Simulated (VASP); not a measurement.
All values below come from PBE GGA, VASP's PBE PAW potentials (set 64) (plane waves; VASP 6.6.1).

The input files of a VASP run:

POSCAR:
```
BAs
1
    0.0000000000     2.2816073264     2.2816073264
    2.2816073264    -0.0000000000     2.2816073264
    2.2816073264     2.2816073264    -0.0000000000
B As
1 1
Direct
  0.0000000000   0.0000000000   0.0000000000
  0.2500000000   0.2500000000   0.2500000000
```

KPOINTS:
```
kpoints
0
Gamma
10 10 10
```

**INCAR**
```
SYSTEM = BAs
PREC = Accurate
ENCUT = 620
EDIFF = 1E-6
NELM = 100
ALGO = Normal
LREAL = .FALSE.
LASPH = .TRUE.
ISMEAR = 0
SIGMA = 0.05
GGA = PE
LMAXMIX = 4
LWAVE = .FALSE.
LCHARG = .FALSE.
IBRION = 2
ISIF = 3
NSW = 40
EDIFFG = -0.02
PSTRESS = 300
```

POTCAR, in this order: B As (PBE.64 set). Program: vasp_std.

Question: What will the output report for the number of irreducible k-points (NKPTS), largest plane-wave count, number of space-group operations, FFT grid (NGX, NGY, NGZ)?

Answer: 
- number of irreducible k-points (NKPTS) = 47
- largest plane-wave count = 869
- number of space-group operations = 24
- FFT grid (NGX, NGY, NGZ) = 28 × 28 × 28

The compound is BAs in the zinc blende structure. It was relaxed first under an external pressure of 30 GPa.
